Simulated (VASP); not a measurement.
Output of a VASP run:

**OSZICAR**
```
       N       E                     dE             d eps       ncg     rms          rms(c)
DAV:   1     0.107583477654E+03    0.10758E+03   -0.75245E+03  1250   0.151E+03
DAV:   2     0.460685760014E+01   -0.10298E+03   -0.10115E+03  1268   0.327E+02
DAV:   3     0.675025506287E-01   -0.45394E+01   -0.45153E+01  1485   0.795E+01
DAV:   4    -0.451239491010E-01   -0.11263E+00   -0.11258E+00  1491   0.141E+01
DAV:   5    -0.500889444772E-01   -0.49650E-02   -0.49649E-02  1571   0.261E+00    0.719E-01
DAV:   6    -0.369323207374E-01    0.13157E-01   -0.23525E-02  1482   0.307E+00    0.311E-01
DAV:   7    -0.345390328653E-01    0.23933E-02   -0.91559E-03  1442   0.183E+00    0.652E-02
DAV:   8    -0.347109913369E-01   -0.17196E-03   -0.10385E-03  1310   0.475E-01    0.161E-02
DAV:   9    -0.346994775477E-01    0.11514E-04   -0.44207E-05  1487   0.119E-01    0.984E-03
DAV:  10    -0.346960394515E-01    0.34381E-05   -0.32133E-05  1280   0.483E-02    0.180E-03
DAV:  11    -0.346965118001E-01   -0.47235E-06   -0.52253E-07  1195   0.786E-03
   1 F= -.34696512E-01 E0= -.34716641E-01  d E =-.346965E-01
       N       E                     dE             d eps       ncg     rms          rms(c)
DAV:   1    -0.624861096794E+01   -0.62139E+01   -0.23575E+02  1418   0.407E+02    0.127E+01
DAV:   2    -0.110118208544E+01    0.51474E+01   -0.13430E+01  1421   0.736E+01    0.482E+00
DAV:   3    -0.148769135612E+00    0.95241E+00   -0.44627E+00  1488   0.401E+01    0.648E-01
DAV:   4    -0.143792893412E+00    0.49762E-02   -0.11630E-01  1424   0.550E+00    0.245E-01
DAV:   5    -0.142776461277E+00    0.10164E-02   -0.29939E-02  1444   0.260E+00    0.112E-01
DAV:   6    -0.140568627760E+00    0.22078E-02   -0.27179E-03  1265   0.592E-01    0.322E-02
DAV:   7    -0.140483809713E+00    0.84818E-04   -0.47099E-04  1370   0.194E-01    0.636E-03
DAV:   8    -0.140485291061E+00   -0.14813E-05   -0.24192E-05  1271   0.536E-02    0.305E-03
DAV:   9    -0.140489759933E+00   -0.44689E-05   -0.12449E-05  1265   0.426E-02    0.196E-03
DAV:  10    -0.140490201779E+00   -0.44185E-06   -0.44264E-07   958   0.109E-02
   2 F= -.14049020E+00 E0= -.14004639E+00  d E =-.105794E+00
       N       E                     dE             d eps       ncg     rms          rms(c)
DAV:   1    -0.385093718425E+00   -0.24460E+00   -0.69143E+00  1430   0.546E+01    0.254E+00
DAV:   2    -0.172078954554E+00    0.21301E+00   -0.43701E-01  1415   0.142E+01    0.873E-01
DAV:   3    -0.144315489931E+00    0.27763E-01   -0.11417E-01  1472   0.683E+00    0.739E-02
DAV:   4    -0.144434084785E+00   -0.11859E-03   -0.15743E-03  1269   0.393E-01    0.378E-02
DAV:   5    -0.144609428980E+00   -0.17534E-03   -0.55763E-04  1271   0.201E-01    0.176E-02
DAV:   6    -0.144595702112E+00    0.13727E-04   -0.30041E-05  1448   0.102E-01    0.398E-03
DAV:   7    -0.144589989528E+00    0.57126E-05   -0.40165E-06  1274   0.153E-02    0.103E-03
DAV:   8    -0.144590147689E+00   -0.15816E-06   -0.51539E-07   857   0.608E-03
   3 F= -.14459015E+00 E0= -.14436796E+00  d E =-.109894E+00
```

OUTCAR:
```
------------------------ aborting loop because EDIFF is reached ----------------------------------------
  FORCE on cell =-STRESS in cart. coord.  units (eV):
  Direction    XX          YY          ZZ          XY          YZ          ZX
  --------------------------------------------------------------------------------------
  Total        0.0075669      0.0075669      0.0075669      0.0000000      0.0000000     -0.0000000
  in kB        0.3392462      0.3392462      0.3392462      0.0000000      0.0000000     -0.0000000
  external PRESSURE =       0.3392462 kB  Pullay stress =       0.0000000 kB
  volume of cell :       35.74
      direct lattice vectors                 reciprocal lattice vectors
    -0.000000000  2.614332346  2.614332346    -0.191253419  0.191253419  0.191253419
     2.614332346  0.000000000  2.614332346     0.191253419 -0.191253419  0.191253419
     2.614332346  2.614332346  0.000000000     0.191253419  0.191253419 -0.191253419
 POSITION                                       TOTAL-FORCE (eV/Angst)
 -----------------------------------------------------------------------------------
      0.00000      0.00000      0.00000         0.000000      0.000000     -0.000000
 -----------------------------------------------------------------------------------
    total drift:                               -0.000000     -0.000000     -0.000000
  FREE ENERGIE OF THE ION-ELECTRON SYSTEM (eV)
  ---------------------------------------------------
  free  energy   TOTEN  =        -0.1445901477 eV

  energy  without entropy=       -0.1439235726  energy(sigma->0) =       -0.14436796

 reached required accuracy - stopping structural energy minimisation
```
(Selected blocks of OUTCAR.)

### POSCAR
```
Pb
1
    0.0000000000     2.4750000000     2.4750000000
    2.4750000000     0.0000000000     2.4750000000
    2.4750000000     2.4750000000     0.0000000000
Pb
1
Direct
  0.0000000000   0.0000000000   0.0000000000
```

Question: Reconstruct the remaining input files.

Answer: One answer among several that fit: the input of the run itself, vdW-DF2, plane waves, VASP's PBE PAW potentials (set 64).

File KPOINTS:
```
Regular mesh
0
G
11 11 11
```

**INCAR**
```
LREAL = .False.
IBRION = 2   # conjugate gradients
EDIFF = 1E-6
LMAXMIX = 4
ISMEAR = 1
LCHARG = .False.
AGGAC = 0.0
NELM = 100   # most electronic steps
GGA = ML
ISIF = 3   # ions, shape and volume
SIGMA = 0.1
ZAB_VDW = -1.8867
EDIFFG = -0.01   # ionic stop
NSW = 60
ENCUT = 520   # plane-wave cut-off (eV)
LASPH = .True.   # aspherical one-centre terms
SYSTEM = Pb
ALGO = Normal   # blocked Davidson
PREC = Accurate
LUSE_VDW = .True.
LWAVE = .False.
```

POTCAR, in this order: Pb_d (PBE.64 set). Program: vasp_std.

Energy and stress use the plane-wave basis of the starting cell.

The compound is Pb in the fcc structure. This run relaxes it. Symmetry was kept, so distortions that lower it aren't found.
